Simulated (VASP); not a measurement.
Energy against volume of Y (hcp). Computed with PW91 GGA, VASP's PBE PAW potentials (set 64) (plane waves; VASP). Run with 520 eV cut-off, 12×12×7 Γ-centred mesh, first-order Methfessel-Paxton smearing of 0.10 eV, potentials Y_sv.

Shape and ions are relaxed at each volume.

| V (Å³/atom) | E (eV/atom) |
|---|---|
| 30.548 | -6.39336 |
| 31.523 | -6.40633 |
| 32.498 | -6.41109 |
| 33.473 | -6.40834 |

Fit these four points and predict the energy of the run at 34.448 Å³/atom.

A cubic in V^(−2/3), the third-order Birch-Murnaghan form, passes through the four points with V0 = 32.61 Å³/atom and B0 = 41 GPa, and gives -6.3987 eV/atom there. The run gave -6.3988 eV/atom, -0.1 meV/atom from the fit; all five points give B0 = 41 GPa.

The compound is Y in the hcp structure. It was relaxed first.
